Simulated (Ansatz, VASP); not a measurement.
## ZnO (ZnO (P6_3mc)) in two plane-wave programs

One calculation is typed for both programs; each brings its own data sets. How far apart do they land? Of the first pair: The structure shown is the start of the Ansatz relaxation below; VASP solves that cell, so the two are compared at the walk's first step.

Method: plane waves, with VASP 6.6.1 beside it; single point at PBE0 form with 18.7 % exact exchange with an exact-exchange share of 0.187, in Ansatz 0.2.0.

## Step 1: The structure

Symmetry: P6_3mc, No. 186, hexagonal system. Conventional cell: a = 3.230 Å, b = 3.230 Å, c = 5.214 Å, α = 90.00°, β = 90.00°, γ = 120.00°. Nearest to Zn lie 4 O at 1.97 to 1.98 Å. Nearest to O lie 4 Zn at 1.97 to 1.98 Å. Farther neighbours and most contacts between anions are not listed.

## Step 2: Ansatz: relaxation, PBE0 form with 18.7 % exact exchange with an exact-exchange share of 0.187

Ansatz runs on its default PAW (the set named soft_2) files.

The two programs are compared at the cell with which this relaxation starts, whose forces are those of its first step.

input.yaml reads:

```yaml
crystal:
  lattice:
    - [-4.84569142, 2.797661245, 5.214044045]
    - [4.84569142, -2.797661245, 5.214044045]
    - [1.615230475, 2.797661245, -5.214044045]
  atoms:
    - { symbol: Zn, position: [0.416988, 0.083655, 0.0] }
    - { symbol: Zn, position: [0.416988, 0.583655, 0.5] }
    - { symbol: Zn, position: [0.916988, 0.083655, 0.5] }
    - { symbol: Zn, position: [0.916988, 0.583655, 0.0] }
    - { symbol: Zn, position: [0.333655, 0.166988, 0.5] }
    - { symbol: Zn, position: [0.333655, 0.666988, 0.0] }
    - { symbol: Zn, position: [0.833655, 0.166988, 0.0] }
    - { symbol: Zn, position: [0.833655, 0.666988, 0.5] }
    - { symbol: O, position: [0.1065, 0.273167, 0.5] }
    - { symbol: O, position: [0.1065, 0.773167, 0.0] }
    - { symbol: O, position: [0.6065, 0.273167, 0.0] }
    - { symbol: O, position: [0.6065, 0.773167, 0.5] }
    - { symbol: O, position: [0.023167, 0.3565, 0.0] }
    - { symbol: O, position: [0.023167, 0.8565, 0.5] }
    - { symbol: O, position: [0.523167, 0.3565, 0.5] }
    - { symbol: O, position: [0.523167, 0.8565, 0.0] }
basis:
  ecutwfc: 420.0
  ecutrho_ratio: 4
  xc_grid: 2
  fft_grid_basis: typed
  precision: f64
kpoints:
  mp_grid: { grid: [2, 2, 2] }
hamiltonian:
  xc: { preset: pbe0, exx: 0.187 }
  pseudopotentials: { kind: paw }
scf:
  max_iter: 80
  occupations: { method: fixed }
relax:
  f_tol: 0.03
  max_steps: 45
output:
  forces: true
checkpoint:
  write: "../host.hrelax.run"
  compress: false
  write_wavefunctions: true
  write_every: 100000
```

Command:

```bash
$ ansatz run input.yaml --threads 10 --pin off --max-ram 65945MiB --backend cuda --events-out ev --progress --plain --runs-dir out
```

Numbers of over 12 decimals in the logs are rounded to 6 here.

What it wrote:

```text
Engine: ansatz 0.2.0, x86_64-unknown-linux-gnu
Pseudopotentials: kind: paw
Pseudopotential: Zn, paw, valence charge 12, recommended cutoff 420 eV (normal), Zn.paw.azcp
Pseudopotential: O, paw, valence charge 6, recommended cutoff 420 eV (normal), O.paw.azcp
Functional definition: unnamed
  parameter a_1 = 0.187
  exchange = (1 - a_1)*pbe_x + a_1*exact_x
  correlation = pbe_c
davidson cushion auto → on  (no smearing: the cushion is to keep the highest requested band from converging to the state above it; pin scf.eigensolver.cushion to override)
device memory: the entry about to start is reckoned to put 6.9 GiB on a device that reports 78.6 GiB free
GPU FFT provider: cuFFT
GPU libraries: cuBLAS 13.8.2, cuFFT 12.4.0, cuSOLVER 12.3.4
Crystal: 16 atoms, lattice volume = 188.493 Å³
Basis set: ecut = 420 eV, 3705 PW (Γ), exchange–correlation on 108×108×90 points (8 copies of the dense FFT grid, shifted against one another)
Bands: 88, of which v1, the nominal top of the filled ones, is band 72 counted from 1 (71 counted from 0)
Symmetry: 16 space group operations
Space group: P63mc (ITA 186), of the structure as read, at distance tolerance 5.7e-5 Å
k-points: 5 of 8
Non-local potential: Zn, projectors of the file, l = 0: 2, l = 1: 2, l = 2: 3, l = 3: 1
Non-local potential: O, projectors of the file, l = 0: 2, l = 1: 2, l = 2: 1
PAW form: soft (Blöchl's): semilocal exchange-correlation on the pseudo side does not see the compensation charge
PAW frozen core: Zn, regenerated for the run's functional, and the local potential with it (the file was generated under x = pbe(κ = 0.804, μ = 0.219515), c = pbe(β = 0.066725))
PAW frozen core: O, regenerated for the run's functional, and the local potential with it (the file was generated under x = pbe(κ = 0.804, μ = 0.219515), c = pbe(β = 0.066725))
PAW one-centre angular grid: Zn, 590 points (default); XC on 64 Gauss nodes
PAW one-centre angular grid: O, 110 points (default); XC on 64 Gauss nodes
Initial density: superposition of atomic densities (neutral atoms: chi_scale 0, normalization atom), corrected by the library's trained network
Initial wavefunctions: pseudopotential atomic-orbital guess
GPU buffer pool allocated for 131220 grid points (all kernels)
GPU transforms: local potential and band sums: pruned to the plane-wave sphere, on 54×54×45
Functional: x = pbe(κ = 0.804, μ = 0.219515), c = pbe(β = 0.066725), warm-up for x = 0.813 pbe(κ = 0.804, μ = 0.219515) + 0.187 exact, c = pbe(β = 0.066725)
SCF iter   1: F=—  HF=-31094.498180 eV  |F-HF|=—  |Δ(HF+E_count)|=         —  Δρ=2.31e-3  dr2=5.70e-3  ethr=1.77e-3  ⟨swp⟩=8.8  Hψ=2151  notcnv=0
preconditioner: auto → none  [insulator: Δε(μ)=0.824 eV  Ē_g=12.765 eV  n_scr=58 (ndim 8)  ℏωp=32.5 eV  f_vac=0.035]
SCF iter   2: F=—  HF=-31094.500317 eV  |F-HF|=—  |Δ(HF+E_count)|=   2.14e-3  Δρ=1.05e-3  dr2=9.30e-4  ethr=3.96e-6  ⟨swp⟩=5.0  Hψ=1757  notcnv=0
iter 3 solved again at ethr=4.67e-8 eV; its pass at ethr=6.46e-7 eV (dr2=6.73e-5 eV) is discarded
SCF iter   3: F=—  HF=-31094.500046 eV  |F-HF|=—  |Δ(HF+E_count)|=   2.71e-4  Δρ=3.08e-4  dr2=6.67e-5  ethr=4.67e-8  ⟨swp⟩=2.0  Hψ=2369  notcnv=0
SCF iter   4: F=—  HF=-31094.500320 eV  |F-HF|=—  |Δ(HF+E_count)|=   2.74e-4  Δρ=1.79e-4  dr2=4.93e-5  ethr=4.63e-8  ⟨swp⟩=4.0  Hψ=1435  notcnv=0
SCF iter   5: F=—  HF=-31094.500304 eV  |F-HF|=—  |Δ(HF+E_count)|=   1.57e-5  Δρ=2.24e-5  dr2=4.25e-7  ethr=3.43e-8  ⟨swp⟩=3.0  Hψ=1078  notcnv=0
SCF iter   6: F=—  HF=-31094.500305 eV  |F-HF|=—  |Δ(HF+E_count)|=   5.82e-7  Δρ=1.57e-5  dr2=1.77e-7  ethr=2.95e-10  ⟨swp⟩=4.0  Hψ=1480  notcnv=0
SCF iter   7: F=—  HF=-31094.500305 eV  |F-HF|=—  |Δ(HF+E_count)|=   2.51e-7  Δρ=8.92e-6  dr2=1.03e-7  ethr=1.23e-10  ⟨swp⟩=3.6  Hψ=1380  notcnv=0
SCF iter   8: F=-31094.500305 eV  HF=-31094.500305 eV  |F-HF|=1.39e-8  |Δ(HF+E_count)|=   2.66e-8  Δρ=3.72e-6  dr2=1.70e-8  ethr=7.16e-11  ⟨swp⟩=2.8  Hψ=984  notcnv=0
SCF 1 converged in 8 iterations: F = -31094.500305 eV  dr2 = 1.70e-8
  greatest PAW one-centre occupation: 0.987 electrons in one spin orbital (limit 2), on the Zn atom at site 7 (counted from 0), in its partial waves of l = 2
device memory: the entry about to start is reckoned to put 7.7 GiB (of the 7.8 GiB reckoned in all, the device holds 0.1 GiB already) on a device that reports 78.4 GiB free
GPU FFT provider: cuFFT
GPU libraries: cuBLAS 13.8.2, cuFFT 12.4.0, cuSOLVER 12.3.4
Initial density: handed on by an earlier stage of this run
Initial wavefunctions: those handed on with the density
GPU buffer pool allocated for 131220 grid points (all kernels)
GPU transforms: local potential and band sums: pruned to the plane-wave sphere, on 54×54×45
Functional: x = 0.813 pbe(κ = 0.804, μ = 0.219515) + 0.187 exact, c = pbe(β = 0.066725)
[...]
greatest PAW one-centre occupation: 0.989 electrons in one spin orbital (limit 2), on the Zn atom at site 7 (counted from 0), in its partial waves of l = 2
hybrid outer 1: dexx = +5.266e-2 eV, tail = 1.27e-4 eV
GPU FFT provider: cuFFT
GPU libraries: cuBLAS 13.8.2, cuFFT 12.4.0, cuSOLVER 12.3.4
GPU buffer pool allocated for 131220 grid points (all kernels)
GPU transforms: local potential and band sums: pruned to the plane-wave sphere, on 54×54×45
Exchange kernel: α = 0.1870, full range, Wigner–Seitz truncation, v(0) = 4555.2900 eV·Å³, q-mesh 2×2×2, nearest image of the exchange supercell L = 12.27 Å, pair-density grid 36×40×36, without the augmentation charges, whose exchange is taken in its separable form by FFT convolution over the k-point mesh (the finest that the files' search goes to), smooth part of the exact exchange by density-matrix convolution in up to 1.43 GiB of GPU memory as planned if the GPU has room (build and FFT work areas not counted)
Frozen-core exchange: fock
SCF iter   1: F=—  HF=-31094.588438 eV  |F-HF|=—  |Δ(HF+E_count)|=         —  Δρ=6.02e-5  dr2=5.53e-6  ethr=4.40e-7  ⟨swp⟩=3.2  Hψ=1039  notcnv=0
preconditioner: auto → none  [insulator: Δε(μ)=2.634 eV  Ē_g=15.394 eV  n_scr=58 (ndim 8)  ℏωp=32.5 eV  f_vac=0.043]
SCF iter   2: F=—  HF=-31094.588441 eV  |F-HF|=—  |Δ(HF+E_count)|=   2.76e-6  Δρ=1.02e-5  dr2=2.90e-7  ethr=3.60e-9  ⟨swp⟩=4.0  Hψ=1683  notcnv=0
SCF iter   3: F=—  HF=-31094.588442 eV  |F-HF|=—  |Δ(HF+E_count)|=   1.57e-6  Δρ=8.35e-6  dr2=1.04e-7  ethr=9.52e-11  ⟨swp⟩=4.2  Hψ=1488  notcnv=0
SCF iter   4: F=-31094.588442 eV  HF=-31094.588442 eV  |F-HF|=4.60e-9  |Δ(HF+E_count)|=   1.92e-8  Δρ=1.90e-6  dr2=5.98e-9  ethr=6.69e-11  ⟨swp⟩=3.0  Hψ=1117  notcnv=0
SCF 3 converged in 4 iterations: F = -31094.588442 eV  dr2 = 5.98e-9
  Residual-converged pass: ⟨swp⟩=3.0  Hψ=919  notcnv=0  max |occ|·‖R‖ = 6.6e-6 eV (tolerance 6.7e-6 eV)  dr2=5.42e-9  dr2_onsite=1.25e-9  max |Δocc| = 0.0e0
  greatest PAW one-centre occupation: 0.988 electrons in one spin orbital (limit 2), on the Zn atom at site 7 (counted from 0), in its partial waves of l = 2
hybrid outer 2: dexx = +1.736e-6 eV, tail = 4.36e-8 eV, Δε = 2.72e-3 eV (about 6.82e-5 eV left of the loop's levels), ΔF = 3.25e-4 eV/Å (tail 9.51e-5)
relax step   1: F+E_penalty+E_count = -31094.58844243 eV  Δ(F+E_penalty+E_count) = +0.000e0 eV  max|allowed force component| = 7.382e-3 eV/Å  Δτ_max = 0.0000 Å  (19 SCF iters, accepted)
hybrid SCF converged: 2 outer / 11 inner (+8 warm-up), last move |dexx| = 1.74e-6 eV, tail = 4.36e-8 eV
Stability not checked: this state was not tested for a lower state beside it, because the functional holds exact exchange (a hybrid, or Hartree-Fock), whose exchange loop this test does not read (fock_operator; see scf.lower_state_search)
Free energy (F): -31094.588442 eV
Frozen-core exchange: fock
Harris-Foulkes:  -31094.588442 eV  (|F-HF|=4.60e-9)
Internal energy: -31094.588442 eV  (E = F + TS)
E sigma→0 (E₀):  -31094.588442 eV
Fermi energy:    6.126252 eV
--- Per-component energies (eV) ---
  E_band       = 15.017917
  E_kinetic    = 2454.179425
  E_local      = -16014.808737  (includes V_loc(G=0)·N_el)
  E_nonlocal   = 5362.183623
  E_hartree    = 6616.340910
  E_xc         = -1388.600410
  E_vxc        = -961.000069  (∫ρ·V_xc dr)
  E_exx        = -411.621568  (= α·E_x^exact, valence–valence)
  E_paw        = -15824.776489  (= ΣΔE_a)
  E_vpaw       = -3234.996979  (= ΣTr[D̂ρ^β])
  E_aug_tail   = 0.016744  (compensation charges beyond the density's cutoff)
  E_ewald      = -11890.876918
  E_core_change = 3.374932  (= ΣΔE_core)
  E_smearing   = -0.000000  (= −TS)
  E_closure    = 0.000046  (closes the sum)
  Σ components = -31094.588442   (vs F -31094.588442, Δ=0.00e0)
--- Forces (eV/Å), atoms counted from 1 ---
  atom   1  Zn    -0.00042973     0.00024810    -0.00738391
  atom   2  Zn    -0.00042973     0.00024810    -0.00738391
  atom   3  Zn    -0.00042973     0.00024810    -0.00738391
  atom   4  Zn    -0.00042973     0.00024810    -0.00738391
  atom   5  Zn     0.00042973    -0.00024810    -0.00738391
  atom   6  Zn     0.00042973    -0.00024810    -0.00738391
  atom   7  Zn     0.00042973    -0.00024810    -0.00738391
  atom   8  Zn     0.00042973    -0.00024810    -0.00738391
  atom   9  O     -0.00560307     0.00323494     0.00737931
  atom  10  O     -0.00560307     0.00323494     0.00737931
  atom  11  O     -0.00560307     0.00323494     0.00737931
  atom  12  O     -0.00560307     0.00323494     0.00737931
  atom  13  O      0.00560307    -0.00323494     0.00737931
  atom  14  O      0.00560307    -0.00323494     0.00737931
  atom  15  O      0.00560307    -0.00323494     0.00737931
  atom  16  O      0.00560307    -0.00323494     0.00737931
  max |Σ_I F_I| component: 3.68e-5 eV/Å
--- Band table (eV; the first three rows and the last of 5) ---
  k-point 0: bands = [... 68 lower, 5.2766, 6.0441, 6.1237, 6.1263, 8.7610, 13.4731, 13.7879, 13.7879, ... 4 higher]
  k-point 1: bands = [... 68 lower, 5.1292, 5.1292, 5.1292, 5.1292, 12.9002, 12.9002, 12.9002, 12.9002, ... 4 higher]
  k-point 2: bands = [... 68 lower, 5.4393, 5.4393, 5.5381, 5.5381, 11.7026, 11.7026, 14.1774, 14.1774, ... 4 higher]
  k-point 4: bands = [... 68 lower, 5.7050, 5.7050, 5.7057, 5.7057, 11.5167, 11.5167, 13.7872, 13.7872, ... 4 higher]
  guard bands above this table: 8 of the run's 88 bands. The solve was not asked for them (output.publish_guard_bands: true or output.eigenvalues: true publishes all)
--- Relaxed structure (1 steps of the walk, 1 accepted, 0 SCFs on fresh bases) ---
  F+E_penalty+E_count = -31094.58844243 eV   max|allowed force component| = 7.382e-3 eV/Å
  atoms:
    - { symbol: Zn, position: [0.416988, 0.083655, 5.551115123125783e-17] }
    - { symbol: Zn, position: [0.416988, 0.583655, 0.5] }
    - { symbol: Zn, position: [0.916988, 0.083655, 0.5] }
    - { symbol: Zn, position: [0.916988, 0.583655, -2.7755575615628914e-17] }
    - { symbol: Zn, position: [0.333655, 0.166988, 0.5] }
    - { symbol: Zn, position: [0.333655, 0.666988, -2.7755575615628914e-17] }
    - { symbol: Zn, position: [0.833655, 0.166988, 0.0] }
    - { symbol: Zn, position: [0.833655, 0.666988, 0.500000] }
    - { symbol: O, position: [0.106500, 0.273167, 0.5] }
    - { symbol: O, position: [0.106500, 0.773167, -1.1102230246251565e-16] }
    - { symbol: O, position: [0.6065, 0.273167, 2.7755575615628914e-17] }
    - { symbol: O, position: [0.606500, 0.773167, 0.5] }
    - { symbol: O, position: [0.023167, 0.356500, -5.551115123125783e-17] }
    - { symbol: O, position: [0.023167, 0.856500, 0.500000] }
    - { symbol: O, position: [0.523167, 0.3565, 0.500000] }
    - { symbol: O, position: [0.523167, 0.8565, -5.551115123125783e-17] }
```

(Continued in part 2 of 2.)

[Lines on the potential files, build, host, timing and source positions are cut from VASP's logs without a mark.]

[Logs are printed without paths, hosts, clocks, repeated set-up lines and the standing remarks that a program may print on its own settings, such as how far it seeks lower states.]

[Hosts, paths, dates, database ids (printed as entryN), source tags and the programs' standing remarks are cut or masked in the printed files.]
